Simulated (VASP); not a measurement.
```
Ir
1.0
    0.00000     1.92000     1.92000
    1.92000     0.00000     1.92000
    1.92000     1.92000     0.00000
Ir
1
Direct
  0.00000   0.00000   0.00000
```

The numbers are results of MS2 meta-GGA, VASP's PBE PAW potentials (set 64) (plane waves; VASP 6.6.1), not measurements. Settings: 520 eV cut-off, 15×15×15 Γ-centred mesh, first-order Methfessel-Paxton smearing of 0.10 eV, potentials Ir.

**Question.** The ions, cell shape and volume are relaxed. Predict the relaxed structure.

**Answer.** 
```
Ir
1.0
    0.00000     1.91091     1.91091
    1.91091     0.00000     1.91091
    1.91091     1.91091     0.00000
Ir
1
Direct
  0.00000   0.00000   0.00000
```
Space group Fm-3m (225), at a tolerance of 0.03 Å.

**Question.** How do energy and volume change from the first to the last step?

**Answer.** The energy (σ→0) changes by -3.5 meV/atom and the volume by -1.4 %, in 4 ionic steps.

The compound is Ir in the fcc structure. This run relaxes it. Symmetry was kept, so distortions that lower it aren't found.
